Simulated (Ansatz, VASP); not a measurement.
# PtS2: VASP beside Ansatz

One calculation is typed for both programs; each brings its own data sets and cutoff. How far apart do they land?

Program: Ansatz 0.2.0. Level of theory: plane waves, with VASP 6.6.1 beside it; G0W0 gap at PBE. Results are calculated unless marked as measured.

In doubt: GW ran without a cut-off Coulomb interaction for the vacuum, so the values of those runs are not to be relied on.

**1. Set-up**

The cell holds 3 atoms: 1 Pt and 2 S. Its edges and angles: a = 3.621 Å, b = 3.621 Å, c = 14.000 Å, α = 90.0°, β = 90.0°, γ = 120.0°. Vacuum lies along c.

Structure file:

```xyz
3
Lattice="3.6207 0.0000 0.0000 -1.8104 3.1356 0.0000 0.0000 0.0000 14.0000" Properties=species:S:1:pos:R:3
Pt    0.0000    0.0000    7.0000
S     0.0000    2.0904    8.2005
S     1.8104    1.0452    5.7995
```

**2. VASP: G0W0 gap, PBE**

Quasiparticle shifts depend on high empty states and on the cores, so they are the hardest test of two PAW sets.

Lines of VASP's logs that name or quote its potential files are left out, and so is its time.

The run reads the wave functions of an earlier VASP run, which isn't shown here.

The input, INCAR:

```
SYSTEM = PtS2
PREC = Accurate
ENCUT = 300
ISMEAR = 0
SIGMA = 0.01
LREAL = .FALSE.
GGA = PE
NBANDS = 312
LASPH = .TRUE.
ALGO = EVGW0
NELMGW = 1
ENCUTGW = 90
NOMEGA = 48
PRECFOCK = Fast
NBANDSGW = 24
LWAVE = .FALSE.
LCHARG = .FALSE.
```

The input, POSCAR:

```
PtS2
1.0
    3.6207302000      0.0000000000      0.0000000000
   -1.8103651000      3.1356443334      0.0000000000
    0.0000000000      0.0000000000     14.0000000000
Pt S
1 2
Direct
    0.0000000000      0.0000000000      0.5000000000
    0.3333333333      0.6666666667      0.5857499267
    0.6666666667      0.3333333333      0.4142500733
```

The input, KPOINTS:

```
Automatic mesh
0
Gamma
9 9 1
0 0 0
```

Potentials, in the order of the species: Pt_GW and S_GW (PBE family, release 64).

Started as:

```console
> mpirun -np 8 vasp_std
```

Numbers of over 12 decimals in the logs are rounded to 6 here.

What it wrote:

```text
[banner, memory and clock lines left out]
running    8 mpi-ranks, on    1 nodes
 distrk:  each k-point on    8 cores,    1 groups
 distr:  one band on    1 cores,    8 groups

 POSCAR found type information on POSCAR PtS
 POSCAR found :  2 types and       3 ions
|                                                                             |
|           W    W    AA    RRRRR   N    N  II  N    N   GGGG   !!!           |
|           W    W   A  A   R    R  NN   N  II  NN   N  G    G  !!!           |
|           W    W  A    A  R    R  N N  N  II  N N  N  G       !!!           |
|           W WW W  AAAAAA  RRRRR   N  N N  II  N  N N  G  GGG   !            |
|           WW  WW  A    A  R   R   N   NN  II  N   NN  G    G                |
|           W    W  A    A  R    R  N    N  II  N    N   GGGG   !!!           |
|                                                                             |
|     For optimal performance we recommend to set                             |
|       NCORE = 2 up to number-of-cores-per-socket                            |
|     NCORE specifies how many cores store one orbital (NPAR=cpu/NCORE).      |
|     This setting can greatly improve the performance of VASP for DFT.       |
|     The default, NCORE=1 might be grossly inefficient on modern             |
|     multi-core architectures or massively parallel machines. Do your        |
|     Unfortunately you need to use the default for GW and RPA                |
|     calculations (for HF NCORE is supported but not extensively tested      |
|     yet).                                                                   |
|                                                                             |

|                                                                             |
|           W    W    AA    RRRRR   N    N  II  N    N   GGGG   !!!           |
|           W    W   A  A   R    R  NN   N  II  NN   N  G    G  !!!           |
|           W    W  A    A  R    R  N N  N  II  N N  N  G       !!!           |
|           W WW W  AAAAAA  RRRRR   N  N N  II  N  N N  G  GGG   !            |
|           WW  WW  A    A  R   R   N   NN  II  N   NN  G    G                |
|           W    W  A    A  R    R  N    N  II  N    N   GGGG   !!!           |
|                                                                             |
|     The default for ENCUTGWSOFT is different in this version of VASP.       |
|     please manually set ENCUTGWSOFT =90 in the INCAR file.                  |
|                                                                             |

 LDA part: xc-table for (Slater+PW92), standard interpolation
 found WAVECAR, reading the header
 POSCAR, INCAR and KPOINTS ok, starting setup
 FFT: planning ... GRIDC
 FFT: planning ... GRID_SOFT
 FFT: planning ... GRID
 reading WAVECAR
 the WAVECAR file was read successfully
 initial charge from wavefunction
 available memory per node:     48.09 GB, setting MAXMEM to     49243

 The Fermi energy was updated, please check that it is located mid-gap
 values below the HOMO (VB) or above the LUMO (CB) will cause erroneous energies
 E-fermi :  -1.3128

 calculate exact exchange contribution
 the WAVEDER file was read successfully
energies w=
    0.000    0.000    0.554    0.000    1.106    0.000    1.653    0.000
    2.195    0.000    2.728    0.000    3.253    0.000    3.768    0.000
    4.274    0.000    4.770    0.000    5.258    0.000    5.738    0.000
    6.210    0.000    6.678    0.000    7.140    0.000    7.601    0.000
    8.060    0.000    8.521    0.000    8.984    0.000    9.453    0.000
    9.929    0.000   10.415    0.000   10.914    0.000   11.430    0.000
   11.965    0.000   12.523    0.000   13.111    0.000   13.732    0.000
   14.394    0.000   15.105    0.000   15.873    0.000   16.711    0.000
   17.633    0.000   18.657    0.000   19.807    0.000   21.112    0.000
   22.611    0.000   24.359    0.000   26.428    0.000   28.922    0.000
   31.993    0.000   35.872    0.000   40.928    0.000   47.791    0.000
   57.627    0.000   72.864    0.000   99.543    0.000  158.001    0.000
 responsefunction array rank=     320
 LDA part: xc-table for (Slater+PW92), standard interpolation

 min. memory requirement per mpi rank    325.5 MB, per node   2603.7 MB

 allocating   6 responsefunctions rank=   320
 shmem allocating  48 responsefunctions rank=   320
 response function shared by NCSHMEM nodes    1
 Doing            6  frequencies on each core in blocks of           48
NQ=   1    0.0000    0.0000    0.0000,
|.........|.........|.........|.........|.........|.........|.........|.........
 performed        716000 updates of chi_q(r,r)
 total number of BLAS operations        525.95 Gflops
NQ=   2    0.1111    0.0000    0.0000,
|.........|.........|.........|.........|.........|.........|.........|.........
 performed       2195000 updates of chi_q(r,r)
 total number of BLAS operations       1584.37 Gflops
NQ=   3    0.2222    0.0000    0.0000,
|.........|.........|.........|.........|.........|.........|.........|.........
 performed       3674000 updates of chi_q(r,r)
 total number of BLAS operations       2671.29 Gflops
NQ=   4    0.3333    0.0000    0.0000,
|.........|.........|.........|.........|.........|.........|.........|.........
 performed       5153000 updates of chi_q(r,r)
 total number of BLAS operations       3787.10 Gflops
NQ=   5    0.4444    0.0000    0.0000,
|.........|.........|.........|.........|.........|.........|.........|.........
 performed       6632000 updates of chi_q(r,r)
 total number of BLAS operations       4984.30 Gflops
NQ=   6    0.1111    0.1111    0.0000,
|.........|.........|.........|.........|.........|.........|.........|.........
 performed       8111000 updates of chi_q(r,r)
 total number of BLAS operations       6071.23 Gflops
NQ=   7    0.2222    0.1111    0.0000,
|.........|.........|.........|.........|.........|.........|.........|.........
 performed       9860000 updates of chi_q(r,r)
 total number of BLAS operations       7398.89 Gflops
NQ=   8    0.3333    0.1111    0.0000,
|.........|.........|.........|.........|.........|.........|.........|.........
 performed      11609000 updates of chi_q(r,r)
 total number of BLAS operations       8743.86 Gflops
NQ=   9    0.4444    0.1111    0.0000,
|.........|.........|.........|.........|.........|.........|.........|.........
 performed      13088000 updates of chi_q(r,r)
 total number of BLAS operations       9896.31 Gflops
NQ=  10    0.2222    0.2222    0.0000,
|.........|.........|.........|.........|.........|.........|.........|.........
 performed      14567000 updates of chi_q(r,r)
 total number of BLAS operations      11041.39 Gflops
NQ=  11    0.3333    0.2222    0.0000,
|.........|.........|.........|.........|.........|.........|.........|.........
 performed      16316000 updates of chi_q(r,r)
 total number of BLAS operations      12369.06 Gflops
NQ=  12    0.3333    0.3333    0.0000,
|.........|.........|.........|.........|.........|.........|.........|.........
 performed      17196000 updates of chi_q(r,r)
 total number of BLAS operations      13041.88 Gflops
 resolving degeneracies of screened two electron integrals

 calculate QP shifts <psi_nk| G(iteration)W_0 |psi_nk>: iteration 1
 entering main loop
```

Parts of OUTCAR (step 2):

```text
ion  position               nearest neighbor table
   1  0.000  0.000  0.500-   2 2.41   3 2.41   2 2.41   3 2.41   3 2.41   2 2.41
   2  0.333  0.667  0.586-   1 2.41   1 2.41   1 2.41
   3  0.667  0.333  0.414-   1 2.41   1 2.41   1 2.41

  LATTYP: Found a hexagonal cell.
 ALAT       =     3.6207302000
 C/A-ratio  =     3.8666233678

 Subroutine GETGRP returns: Found 12 space group operations
 (whereof 12 operations were pure point group operations)

The static configuration has the point symmetry D_3d.

 Found     12 irreducible k-points:

   k-points           NKPTS =     12   k-points in BZ     NKDIM =     81   number of bands    NBANDS=    312

   dimension x,y,z NGX =    20 NGY =   20 NGZ =   80
   dimension x,y,z NGXF=    40 NGYF=   40 NGZF=  160

   ENCUT  =  300.0 eV  22.05 Ry    4.70 a.u.   5.11  5.11 19.77*2*pi/ulx,y,z

   NELECT =      22.0000    total number of electrons

  energy-cutoff  :      300.00
  volume of cell :      158.95
      direct lattice vectors                 reciprocal lattice vectors
     3.620730200  0.000000000  0.000000000     0.276187383  0.159456860  0.000000000
    -1.810365100  3.135644333  0.000000000     0.000000000  0.318913720  0.000000000
     0.000000000  0.000000000 14.000000000     0.000000000  0.000000000  0.071428571

 k-points in reciprocal lattice and weights: Automatic mesh
   0.00000000  0.00000000  0.00000000       0.012
   0.11111111  0.00000000  0.00000000       0.074
   0.22222222  0.00000000  0.00000000       0.074
   0.33333333  0.00000000  0.00000000       0.074
   0.44444444  0.00000000  0.00000000       0.074
   0.11111111  0.11111111  0.00000000       0.074
   0.22222222  0.11111111  0.00000000       0.148
   0.33333333  0.11111111  0.00000000       0.148
   0.44444444  0.11111111  0.00000000       0.074
   0.22222222  0.22222222  0.00000000       0.074
   0.33333333  0.22222222  0.00000000       0.148
   0.33333333  0.33333333  0.00000000       0.025

 E-fermi :  -1.3128

 QP shifts <psi_nk| G(iteration)W_0 |psi_nk>: iteration 1
 for sc-GW calculations column KS-energies equals QP-energies in previous step
 and V_xc(KS)=  KS-energies - (<T + V_ion + V_H > + <T+V_H+V_ion>^1  + <V_x>^1)
 k-point   1 :       0.0000    0.0000    0.0000
  band No.  KS-energies  QP-energies   sigma(KS)   V_xc(KS)     V^pw_x(r,r')   Z            occupation Imag(sigma)
    ...
      8      -2.8558      -3.3537     -13.5391     -12.8224     -16.7821       0.6946       2.0000       0.1349
      9      -2.7448      -3.1635     -12.8142     -12.2120     -14.5455       0.6952       2.0000       0.1111
     10      -2.5049      -2.8395     -14.1261     -13.6611     -15.5907       0.7195       2.0000       0.0821
     11      -2.5049      -2.8395     -14.1261     -13.6611     -15.5907       0.7195       2.0000       0.0821
     12       0.9895       1.5624     -12.7400     -13.5598      -9.6519       0.6988       0.0000      -0.1075
     13       0.9895       1.5624     -12.7400     -13.5598      -9.6519       0.6988       0.0000      -0.1075
     14       3.1573       3.2681      -4.9235      -5.0582      -2.2891       0.8227       0.0000      -0.0947
     15       3.7154       3.9710      -7.5344      -7.8594      -4.0392       0.7866       0.0000      -0.1137
    ...

 k-point   2 :       0.1111    0.0000    0.0000
  band No.  KS-energies  QP-energies   sigma(KS)   V_xc(KS)     V^pw_x(r,r')   Z            occupation Imag(sigma)
    ...
      8      -3.5083      -3.9364     -13.6855     -13.0712     -16.5507       0.6969       2.0000       0.1469
      9      -2.5228      -2.9291     -13.0123     -12.4342     -14.6452       0.7027       2.0000       0.0981
     10      -2.4526      -2.8115     -14.1337     -13.6380     -15.7736       0.7239       2.0000       0.0826
     11      -2.2090      -2.6595     -13.7923     -13.1653     -16.0438       0.7186       2.0000       0.0915
     12       0.3379       0.8519     -12.2270     -12.9430      -9.4477       0.7179       0.0000      -0.0742
     13       0.8051       1.3777     -12.6233     -13.4370      -9.5508       0.7036       0.0000      -0.0983
     14       3.5008       3.5482      -4.2664      -4.3238      -1.8688       0.8262       0.0000      -0.0899
     15       4.1048       4.2003      -4.7451      -4.8627      -2.0379       0.8121       0.0000      -0.0955
    ...

 k-point   3 :       0.2222    0.0000    0.0000
  band No.  KS-energies  QP-energies   sigma(KS)   V_xc(KS)     V^pw_x(r,r')   Z            occupation Imag(sigma)
    ...
      8      -4.0648      -4.5229     -13.5973     -12.9349     -16.9726       0.6915       2.0000       0.1732
      9      -2.5656      -2.9757     -14.0880     -13.5195     -16.1439       0.7214       2.0000       0.0902
     10      -2.3826      -2.8388     -13.7508     -13.1114     -16.1011       0.7134       2.0000       0.0970
     11      -2.2252      -2.6488     -13.4779     -12.8794     -15.3715       0.7076       2.0000       0.0901
     12      -0.4323       0.0284     -11.6860     -12.3154      -9.0883       0.7320       0.0000      -0.0553
     13       0.5833       1.1601     -12.5190     -13.3367      -9.4175       0.7054       0.0000      -0.0905
     14       4.1141       4.3191      -6.3197      -6.5751      -3.2582       0.8029       0.0000      -0.1342
     15       4.2971       4.5589      -6.2291      -6.5540      -3.1797       0.8059       0.0000      -0.1504
    ...

 k-point   4 :       0.3333    0.0000    0.0000
  band No.  KS-energies  QP-energies   sigma(KS)   V_xc(KS)     V^pw_x(r,r')   Z            occupation Imag(sigma)
    ...
      8      -4.2224      -4.6970     -13.5316     -12.8447     -17.0349       0.6909       2.0000       0.1790
      9      -3.2710      -3.7221     -13.5944     -12.9536     -16.2775       0.7041       2.0000       0.1279
     10      -3.1144      -3.5697     -13.9492     -13.3139     -16.4756       0.7167       2.0000       0.1098
     11      -2.5340      -2.9780     -13.5769     -12.9487     -15.7929       0.7068       2.0000       0.1030
     12      -0.1122       0.3664     -12.0644     -12.7336      -9.3180       0.7153       0.0000      -0.0657
     13       0.6357       1.2130     -12.5554     -13.3775      -9.4057       0.7022       0.0000      -0.0953
     14       3.5197       4.0062      -9.3376      -9.9681      -5.3117       0.7716       0.0000      -0.1766
     15       5.0949       5.2678      -5.6001      -5.8166      -2.6551       0.7988       0.0000      -0.1376
    ...

[... 4 further parts left out ...]
```

[end of part 1 of 2]

[Lines on the potential files, build, host, timing and source positions are cut from VASP's logs without a mark.]

[Logs are printed without paths, hosts, clocks, repeated set-up lines and the standing remarks that a program may print on its own settings, such as how far it seeks lower states.]

[Hosts, paths, dates, database ids (printed as entryN), source tags and the programs' standing remarks are cut or masked in the printed files.]
